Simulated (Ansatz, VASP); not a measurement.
# BiN in two plane-wave programs, part 2 of 2

Aim: how closely do two programs agree when they are given the same cell, functional and k mesh? The cell is invented: As first built, before any earlier steps moved the atoms (in the runner's words): it takes the GaN structure with some of its atoms replaced by other elements, volume scaled by an estimate. It may not be a known or stable phase. The cell is taken from a series of VASP runs on this material, whose earlier steps may have relaxed, scaled or displaced it; both programs get it as it stands.

VASP 6.6.1 and Ansatz 0.2.0.

So far. Step 2 (VASP: band structure, r2SCAN): At this level the cell is under a tension of 2.1 GPa, so at these settings it is away from equilibrium.

## 6. VASP: band structure, PBE, spin-orbit coupling

Level of this step: PBE, spin-orbit coupling; plane waves and PAW (Bi_d, N); invented cell (VASP).

The same cell, functional, mesh and smearing now go to VASP, with its own data sets and cutoff.

The input, INCAR:

```
SYSTEM = BiN
PREC = Accurate
ENCUT = 520
EDIFF = 1E-06
NELM = 100
ISMEAR = 0
SIGMA = 0.02
LREAL = .FALSE.
ALGO = Normal
GGA = PE
LNONCOLLINEAR = .TRUE.
MAGMOM = 0 0 0 0 0 0
NBANDS = 32
GGA_COMPAT = .FALSE.
LASPH = .TRUE.
LSORBIT = .TRUE.
LORBIT = 11
LWAVE = .FALSE.
LCHARG = .FALSE.
KPAR = 4
```

The input, POSCAR:

```
BiN
1.0
    0.0000000000      2.7752800738      2.7752800738
    2.7752800738      0.0000000000      2.7752800738
    2.7752800738      2.7752800738      0.0000000000
Bi N
1 1
Direct
    0.0000000000      0.0000000000      0.0000000000
    0.2500000000      0.2500000000      0.2500000000
```

The input, KPOINTS:

```
Automatic mesh
0
Gamma
5 5 5
0 0 0
```

The input, KPOINTS_OPT:

```
Line mode
16
Line-mode
Reciprocal
  0.00000000   0.00000000   0.00000000 GAMMA
  0.50000000   0.00000000   0.50000000 X

  0.50000000   0.00000000   0.50000000 X
  0.50000000   0.25000000   0.75000000 W

  0.50000000   0.25000000   0.75000000 W
  0.37500000   0.37500000   0.75000000 K

  0.37500000   0.37500000   0.75000000 K
  0.00000000   0.00000000   0.00000000 GAMMA

  0.00000000   0.00000000   0.00000000 GAMMA
  0.50000000   0.50000000   0.50000000 L

  0.50000000   0.50000000   0.50000000 L
  0.62500000   0.25000000   0.62500000 U

  0.62500000   0.25000000   0.62500000 U
  0.50000000   0.25000000   0.75000000 W

  0.50000000   0.25000000   0.75000000 W
  0.50000000   0.50000000   0.50000000 L

  0.50000000   0.50000000   0.50000000 L
  0.37500000   0.37500000   0.75000000 K

  0.62500000   0.25000000   0.62500000 U
  0.50000000   0.00000000   0.50000000 X
```

The projector-augmented-wave data sets are Bi_d and N (PBE family, release 64).

Run with:

```
mpirun -np 4 vasp_ncl
```

Numbers of over 12 decimals in the logs are rounded to 6 here.

The log of the run:

```text
[banner, memory and clock lines left out]
running    4 mpi-ranks, on    1 nodes
[...]
LDA part: xc-table for (Slater+PW92), standard interpolation
 POSCAR, INCAR and KPOINTS ok, starting setup
[...]
entering main loop
       N       E                     dE             d eps       ncg     rms          rms(c)
DAV:   1     0.223922962172E+03    0.22392E+03   -0.99935E+03   896   0.146E+03
DAV:   2     0.150304551236E+02   -0.20889E+03   -0.19922E+03   920   0.448E+02
DAV:   3    -0.122220795219E+02   -0.27253E+02   -0.26429E+02  1088   0.158E+02
DAV:   4    -0.134753575875E+02   -0.12533E+01   -0.12505E+01  1064   0.361E+01
[...]
DAV:  14    -0.111720748356E+02    0.12141E-04   -0.29501E-05   968   0.388E-02    0.106E-02
DAV:  15    -0.111720750671E+02   -0.23149E-06   -0.18025E-05   936   0.266E-02    0.112E-02
DAV:  16    -0.111720741300E+02    0.93708E-06   -0.12086E-06   872   0.970E-03
   1 F= -.11172074E+02 E0= -.11171533E+02  d E =-.108324E-02  mag=     0.0000    -0.0000     0.0000
 Start KPOINTS_OPT (optional k-point list driver)
k-point batch [1-14\160]
       N       E                     dE             ncg
DAV:   1     0.908861013879E+03   -0.25380E+04      896
DAV:   2    -0.194320294146E+04   -0.28521E+04      920
DAV:   3    -0.230388168891E+04   -0.36068E+03     1104
DAV:   4    -0.231985081039E+04   -0.15969E+02     1048
DAV:   5    -0.232052137690E+04   -0.67057E+00     1368
DAV:   6    -0.232053016072E+04   -0.87838E-02     1160
DAV:   7    -0.232053056043E+04   -0.39970E-03     1400
DAV:   8    -0.232053056400E+04   -0.35768E-05     1128
DAV:   9    -0.232053056410E+04   -0.95622E-07      768
[...]
k-point batch [155-160\160]
       N       E                     dE             ncg
DAV:   1     0.609175051622E+04   -0.38933E+04      384
DAV:   2     0.489790287157E+04   -0.11938E+04      392
DAV:   3     0.476110529020E+04   -0.13680E+03      480
DAV:   4     0.475549050191E+04   -0.56148E+01      432
DAV:   5     0.475525474927E+04   -0.23575E+00      616
DAV:   6     0.475525190819E+04   -0.28411E-02      464
DAV:   7     0.475525180398E+04   -0.10421E-03      616
DAV:   8     0.475525180241E+04   -0.15629E-05      456
DAV:   9     0.475525180238E+04   -0.36047E-07      336
```

Parts of OUTCAR (step 6):

```text
  Total        0.1771067      0.1771067      0.1771067     -0.0000000     -0.0000000      0.0000000
  in kB        6.6373546      6.6373546      6.6373546     -0.0000000     -0.0000000      0.0000000
  external PRESSURE =       6.6373546 kB  Pullay stress =       0.0000000 kB

 POSITION                                       TOTAL-FORCE (eV/Angst)
 -----------------------------------------------------------------------------------
      0.00000      0.00000      0.00000        -0.000000      0.000000      0.000000
      1.38764      1.38764      1.38764         0.000000     -0.000000     -0.000000
 -----------------------------------------------------------------------------------
    total drift:                               -0.000000     -0.000000     -0.000000

  FREE ENERGIE OF THE ION-ELECTRON SYSTEM (eV)
  ---------------------------------------------------
  free  energy   TOTEN  =       -11.1720741300 eV

  energy  without entropy=      -11.1709908860  energy(sigma->0) =      -11.17153251

 magnetization (x)
# of ion       s       p       d       tot
------------------------------------------
    1        0.000  -0.000  -0.000  -0.000
    2        0.000  -0.000   0.000  -0.000
--------------------------------------------------
tot          0.000  -0.000  -0.000  -0.000

 magnetization (y)
# of ion       s       p       d       tot
------------------------------------------
    1        0.000   0.000  -0.000   0.000
    2        0.000   0.000   0.000   0.000
--------------------------------------------------
tot          0.000   0.000  -0.000   0.000

 magnetization (z)
# of ion       s       p       d       tot
------------------------------------------
    1        0.000  -0.000   0.000  -0.000
    2        0.000  -0.000   0.000  -0.000
--------------------------------------------------
tot          0.000  -0.000   0.000  -0.000

[... 1 part as in an earlier step ...]

[... 2 further parts left out ...]
[key lines of the parts left out:]
E-fermi :   6.1767
```

The run ends at a pressure of 0.66 GPa.

## 7. Comparison

What differs besides the data sets and the points named for the pairs above, as far as they apply: spin-orbit coupling enters by fully relativistic files in Ansatz and inside the spheres in VASP; the cutoff is 420 eV in Ansatz and 520 eV in VASP. Total energies have different zeros and are not compared.

The two programs side by side:

| quantity | Ansatz | VASP | difference |
| --- | --- | --- | --- |
| pressure (GPa) | 0.77 | 0.66 | +0.11 |
| pressure without Ansatz's Pulay correction (GPa) | 0.55 | 0.66 | -0.11 |

Levels from 3 eV below to 2 eV above the Fermi level differ by 50 meV r.m.s. and 181 meV at most; each VASP level is matched to the nearest of Ansatz, which flatters the figure a little. Ansatz's pressure holds a Pulay correction of 0.22 GPa; VASP's holds none.

## 8. Ansatz: band structure, r2SCAN, spin-orbit coupling

With cell and atoms fixed, the geometry can't cause a difference; cores, projectors, grids and the points listed under the comparison can.

The cell is taken from a series of VASP runs on this material, whose earlier steps may have relaxed, scaled or displaced it; both programs get it as it stands.

The input, input.yaml:

```yaml
crystal:
  lattice:
    - [0.0, 2.7752800738, 2.7752800738]
    - [2.7752800738, 0.0, 2.7752800738]
    - [2.7752800738, 2.7752800738, 0.0]
  atoms:
    - { symbol: Bi, position: [0.0, 0.0, 0.0] }
    - { symbol: "N", position: [0.25, 0.25, 0.25] }
hamiltonian:
  xc: r2scan
  pseudopotentials: { kind: paw_fr }
magnetization:
  noncollinear: true
  spin_orbit: true
kpoints:
  mp_grid: { grid: [5, 5, 5] }
  band_path:
    path:
      - [0.0, 0.0, 0.0]
      - [0.16667, 0.0, 0.16667]
      - [0.33333, 0.0, 0.33333]
      - [0.5, 0.0, 0.5]
      - [0.5, 0.08333, 0.58333]
      - [0.5, 0.18333, 0.68333]
      - [0.5, 0.25, 0.75]
      - [0.45, 0.3, 0.75]
      - [0.40833, 0.34167, 0.75]
      - [0.35, 0.35, 0.7]
      - [0.225, 0.225, 0.45]
      - [0.075, 0.075, 0.15]
      - [0.03333, 0.03333, 0.03333]
      - [0.23333, 0.23333, 0.23333]
      - [0.4, 0.4, 0.4]
      - [0.51667, 0.46667, 0.51667]
      - [0.55833, 0.38333, 0.55833]
      - [0.60833, 0.28333, 0.60833]
      - [0.60833, 0.25, 0.64167]
      - [0.55833, 0.25, 0.69167]
      - [0.51667, 0.25, 0.73333]
      - [0.5, 0.3, 0.7]
      - [0.5, 0.38333, 0.61667]
      - [0.5, 0.48333, 0.51667]
      - [0.475, 0.475, 0.55]
      - [0.425, 0.425, 0.65]
      - [0.38333, 0.38333, 0.73333]
      - [0.59167, 0.18333, 0.59167]
      - [0.55, 0.1, 0.55]
      - [0.5, 0.0, 0.5]
    npoints: 1
scf:
  occupations: { method: gaussian, width: 0.02 }
  n_extra_bands: 14
output:
  forces: true
  stress: true
  eigenvalues: true
  write_density: true
  write_potential: true
  elf: true
  volumetric_format: npy
```

Run with:

```
ansatz run input.yaml --threads 2 --pin off --max-ram 4608MiB --backend cpu --events-out ev --progress --plain --runs-dir out
```

The log of the run:

```text
[...]
Crystal: 2 atoms, lattice volume = 42.751 Å³
Basis set: ecut = 500 eV, 1067 PW (Γ), exchange–correlation on 120×120×120 points (64 copies of the dense FFT grid, shifted against one another)
Bands: 34, of which v1, the nominal top of the filled ones, is band 20 counted from 1 (19 counted from 0)
[...]
k-point 1: bands = [... 16 lower, 6.9351, 6.9605, 7.1206, 7.1206, 11.0307, 11.0307, 12.6862, 12.6862, ... 10 higher]
  k-point 2: bands = [... 16 lower, 6.5470, 6.5614, 6.6643, 6.6643, 11.8480, 11.8480, 12.9042, 12.9042, ... 10 higher]
  k-point 9: bands = [... 16 lower, 5.0134, 5.4491, 9.2017, 9.3681, 10.5836, 11.0570, 12.2632, 12.8643, ... 10 higher]
[key lines of the parts left out:]
SCF converged after 7 iterations
Magnetization: |M| = 0.0000 μB,  M = (+0.0000, +0.0000, +0.0000) μB
Free energy (F): -12760.090083 eV
Fermi energy:    9.368057 eV
P = ⅓ Tr σ = -1.3922 GPa (-13.922 kbar)
```

Run time: 19 s. Hardware: 2 threads of Arm Neoverse N1, shared host; peak memory 0.52 GiB; 35 s of CPU time.

## 9. VASP: band structure, r2SCAN, spin-orbit coupling

The same cell, functional, mesh and smearing now go to VASP, with its own data sets and cutoff.

INCAR, as its differences from that of step 6:

```diff
@@ -9,3 +9,4 @@
 ALGO = Normal
-GGA = PE
+METAGGA = R2SCAN
+LASPH = .TRUE.
 LNONCOLLINEAR = .TRUE.
@@ -14,3 +15,2 @@
 GGA_COMPAT = .FALSE.
-LASPH = .TRUE.
 LSORBIT = .TRUE.
```

POSCAR is that of step 6.

KPOINTS is that of step 6.

KPOINTS_OPT is that of step 6.

Run with:

```
mpirun -np 4 vasp_ncl
```

The log of the run:

```text
[banner, memory and clock lines left out]
running    4 mpi-ranks, on    1 nodes
[...]
[... a notice as in an earlier step ...]

 LDA part: xc-table for (None), standard interpolation
 POSCAR, INCAR and KPOINTS ok, starting setup
[...]
entering main loop
       N       E                     dE             d eps       ncg     rms          rms(c)
DAV:   1     0.168983243377E+03    0.16898E+03   -0.10177E+04   896   0.149E+03
DAV:   2    -0.451570524085E+02   -0.21414E+03   -0.20426E+03   928   0.456E+02
DAV:   3    -0.727896607179E+02   -0.27633E+02   -0.26818E+02  1088   0.162E+02
DAV:   4    -0.741003822536E+02   -0.13107E+01   -0.13079E+01  1080   0.374E+01
[...]
DAV:  13    -0.664567427445E+02   -0.20972E-04   -0.37114E-05  1056   0.516E-02    0.244E-02
DAV:  14    -0.664567373422E+02    0.54023E-05   -0.22225E-05   992   0.320E-02    0.206E-03
DAV:  15    -0.664567373634E+02   -0.21248E-07   -0.22499E-06  1032   0.113E-02
   1 F= -.66456737E+02 E0= -.66456196E+02  d E =-.108324E-02  mag=     0.0000    -0.0000    -0.0000
 Start KPOINTS_OPT (optional k-point list driver)
k-point batch [1-14\160]
       N       E                     dE             ncg
DAV:   1     0.838267070969E+03   -0.26086E+04      896
DAV:   2    -0.211215285465E+04   -0.29504E+04      920
DAV:   3    -0.248276708316E+04   -0.37061E+03     1104
DAV:   4    -0.249942762792E+04   -0.16661E+02     1048
DAV:   5    -0.250018077783E+04   -0.75315E+00     1392
DAV:   6    -0.250018934865E+04   -0.85708E-02     1152
DAV:   7    -0.250018972298E+04   -0.37433E-03     1416
DAV:   8    -0.250018972730E+04   -0.43163E-05     1128
DAV:   9    -0.250018972742E+04   -0.12308E-06      768
[...]
k-point batch [155-160\160]
       N       E                     dE             ncg
DAV:   1     0.605857801349E+04   -0.39265E+04      384
DAV:   2     0.482477831793E+04   -0.12338E+04      392
DAV:   3     0.468438905735E+04   -0.14039E+03      472
DAV:   4     0.467848758015E+04   -0.59015E+01      432
DAV:   5     0.467823626439E+04   -0.25132E+00      608
DAV:   6     0.467823274277E+04   -0.35216E-02      448
DAV:   7     0.467823261110E+04   -0.13167E-03      608
DAV:   8     0.467823260895E+04   -0.21442E-05      440
DAV:   9     0.467823260891E+04   -0.48005E-07      336
```

OUTCAR, selected parts (step 9):

```text
  Total       -0.3443975     -0.3443975     -0.3443975      0.0000000      0.0000000     -0.0000000
  in kB      -12.9068465    -12.9068465    -12.9068465      0.0000000      0.0000000     -0.0000000
  external PRESSURE =     -12.9068465 kB  Pullay stress =       0.0000000 kB

 POSITION                                       TOTAL-FORCE (eV/Angst)
 -----------------------------------------------------------------------------------
      0.00000      0.00000      0.00000         0.000000      0.000000      0.000000
      1.38764      1.38764      1.38764        -0.000000     -0.000000     -0.000000
 -----------------------------------------------------------------------------------
    total drift:                               -0.000000     -0.000000     -0.000000

  FREE ENERGIE OF THE ION-ELECTRON SYSTEM (eV)
  ---------------------------------------------------
  free  energy   TOTEN  =       -66.4567373634 eV

  energy  without entropy=      -66.4556541194  energy(sigma->0) =      -66.45619574

 magnetization (x)
# of ion       s       p       d       tot
------------------------------------------
    1        0.000  -0.000   0.000  -0.000
    2        0.000  -0.000   0.000  -0.000
--------------------------------------------------
tot          0.000  -0.000   0.000  -0.000

 magnetization (y)
# of ion       s       p       d       tot
------------------------------------------
    1        0.000  -0.000  -0.000  -0.000
    2       -0.000   0.000   0.000   0.000
--------------------------------------------------
tot         -0.000   0.000  -0.000   0.000

 magnetization (z)
# of ion       s       p       d       tot
------------------------------------------
    1        0.000   0.000   0.000   0.000
    2       -0.000  -0.000   0.000  -0.000
--------------------------------------------------
tot         -0.000  -0.000   0.000  -0.000

[... 2 parts as in an earlier step ...]

[... 1 further part left out ...]
[key lines of the parts left out:]
E-fermi :   6.0973
```

The run ends at a pressure of -1.29 GPa.

## 10. Differences

The two programs side by side:

| quantity | Ansatz | VASP | difference |
| --- | --- | --- | --- |
| pressure (GPa) | -1.39 | -1.29 | -0.10 |

Levels from 3 eV below to 2 eV above the Fermi level differ by 54 meV r.m.s. and 194 meV at most; each VASP level is matched to the nearest of Ansatz, which flatters the figure a little. Ansatz's pressure holds a Pulay correction of 0.04 GPa; VASP's holds none.

## 11. Outcome

```yaml
r_m_s_difference_of_levels_near_the_fermi_level_band_structure_r2scan: 2.4 meV
r_m_s_difference_of_levels_near_the_fermi_level_band_structure_pbe_spin_orbit_coupling: 50 meV
r_m_s_difference_of_levels_near_the_fermi_level_band_structure_r2scan_spin_orbit_coupling: 54 meV
```

In words: The r.m.s. difference of levels near the Fermi level is 54 meV (band structure, r2SCAN, spin-orbit coupling), within the 80 meV picked in this series as the mark of a large difference. Such differences can come from data sets, numerical settings and the points named under the comparisons, not from the functional's error against experiment.

[Lines on the potential files, build, host, timing and source positions are cut from VASP's logs without a mark.]

[Logs are printed without paths, hosts, clocks, repeated set-up lines and the standing remarks that a program may print on its own settings, such as how far it seeks lower states.]

[Hosts, paths, dates, database ids (printed as entryN), source tags and the programs' standing remarks are cut or masked in the printed files.]
